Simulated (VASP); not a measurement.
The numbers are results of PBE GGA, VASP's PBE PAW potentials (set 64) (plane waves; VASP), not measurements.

VASP input:

### KPOINTS
```
Regular mesh
0
gamma
  8 8 8
0 0 0
```

INCAR:
```
SYSTEM = NaF
PREC = Accurate; ENCUT = 400; LREAL = .FALSE.
LASPH = .TRUE.
EDIFF = 1E-6; NELM = 100; ALGO = Normal
ISMEAR = -1; SIGMA = 0.05
GGA = PE
IBRION = 2; NSW = 50; ISIF = 3
EDIFFG = -0.01
LWAVE = .FALSE.; LCHARG = .FALSE.
```

**POSCAR**
```
NaF
1
    0.0000000000     2.3152320000     2.3152320000
    2.3152320000     0.0000000000     2.3152320000
    2.3152320000     2.3152320000     0.0000000000
Na F
1 1
Direct
  0.0000000000   0.0000000000   0.0000000000
  0.5000000000   0.5000000000   0.5000000000
```

POTCAR, in this order: Na_pv F (PBE.64 set). Program: vasp_std.

At this cut-off the stress carries a Pulay error, which pulls relaxed volumes low. Energy and stress use the plane-wave basis of the starting cell.

Q: Predict the energy per atom (σ→0), volume per atom, band gap (on the k-mesh).

A: 
```yaml
energy per atom (σ→0): -4.302 eV/atom
band gap (on the k-mesh): 6.63 eV
volume_per_atom: 11.76 Å³/atom
```

OSZICAR:
```
...
DAV:   1    -0.860779576556E+01   -0.49874E-02   -0.92901E-02   752   0.523E+00    0.532E-01
DAV:   2    -0.860356557351E+01    0.42302E-02   -0.15856E-02   752   0.138E+00    0.148E-01
DAV:   3    -0.860323985092E+01    0.32572E-03   -0.50788E-04   722   0.611E-01    0.746E-02
DAV:   4    -0.860311420839E+01    0.12564E-03   -0.90835E-05   725   0.370E-01    0.107E-02
DAV:   5    -0.860310830403E+01    0.59044E-05   -0.12444E-05   735   0.645E-02    0.291E-03
DAV:   6    -0.860310644081E+01    0.18632E-05   -0.19022E-06   528   0.281E-02    0.128E-03
DAV:   7    -0.860310630301E+01    0.13780E-06   -0.98220E-08   322   0.467E-03
   3 F= -.86031063E+01 E0= -.86031063E+01  d E =-.218142E-01
```

The structure is a typed NaF crystal (Fm-3m). This run relaxes it. Symmetry was kept, so distortions that lower it aren't found. The run is one of a series of settings (EDIFFG = -0.01, IBRION = 2, ISIF = 3, NSW = 50 against the base run), some of them coarse on purpose.
